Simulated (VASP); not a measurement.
Write the native input for VASP 6.6.1 that does the following.

* Task: relaxation of cell and atoms
* Functional: PBE
* Potentials or basis: VASP PAW PBE potentials, release 64 (Al, Ga_d, P)
* Cutoff: 520 eV
* k mesh: 3 × 3 × 3
* Occupations: gaussian, width 0.15 eV
* Spin: no spin polarisation
* Further INCAR settings: PREC = Normal; ALGO = Fast; EDIFF = 0.0001; IBRION = 2; EDIFFG = -0.08; NSW = 24; ISIF = 3

The structure of Al2GaP3 lies in POSCAR:

```
Al2GaP3
1.0
    2.6580405200      1.5346204100      4.5083055300
   -2.6580405200      1.5346204100      4.5083055300
    0.0000000000     -3.0692408200      4.5083055300
Al Ga P
2 1 3
Direct
    0.1246170000      0.1246170000      0.1246170000
    0.8753830000      0.8753830000      0.8753830000
    0.5000000000      0.5000000000      0.5000000000
    0.0000000000      0.5000000000      0.5000000000
    0.5000000000      0.0000000000      0.5000000000
    0.5000000000      0.5000000000      0.0000000000
```

The cell was built by a generator and needn't be a form met in nature.

These files were run (other wordings do the same):

INCAR

```
SYSTEM = Al2GaP3
PREC = Normal
ENCUT = 520
EDIFF = 1E-4
ISMEAR = 0
SIGMA = 0.15
LREAL = .False.
LASPH = .True.
NELM = 60
ALGO = Fast
ISIF = 3
LWAVE = .False.
LCHARG = .False.
GGA = PE
IBRION = 2
NSW = 24
EDIFFG = -0.08
```

KPOINTS

```
regular mesh
0
Gamma
  3 3 3
  0 0 0
```

Potentials or basis: VASP PAW PBE potentials, release 64 (Al, Ga_d, P).

Command:

```sh
$ cat potpaw_PBE.64/Al/POTCAR potpaw_PBE.64/Ga_d/POTCAR potpaw_PBE.64/P/POTCAR > POTCAR
$ mpirun -np 1 vasp_std > vasp.out
```

Results of the run:

The relaxed volume is 17.48 Å³/atom and the relaxed cell is a = 6.087 Å, b = 6.087 Å, c = 6.087 Å, α = 45.59°, β = 45.59°, γ = 45.59°. The space group after relaxing (to 0.05 Å) is R-3m (No. 166), the energy gained by relaxing is 294.2 meV/atom and the ionic steps are 12. The pressure after relaxing is -0.1 GPa, the largest force after relaxing is 0.049 eV/Å and the band gap on the k mesh is none (metal or under the smearing width).

Caveat: the k mesh is coarse (spacing up to 0.48 Å⁻¹), so the values aren't converged; the relaxation stopped at a loose force limit of 0.08 eV/Å, so its end isn't a converged minimum.

It took 72 s on 1 thread of Intel(R) Xeon(R) Platinum 8488C (Sapphire Rapids), with other jobs on the host, peak memory 0.17 GiB.
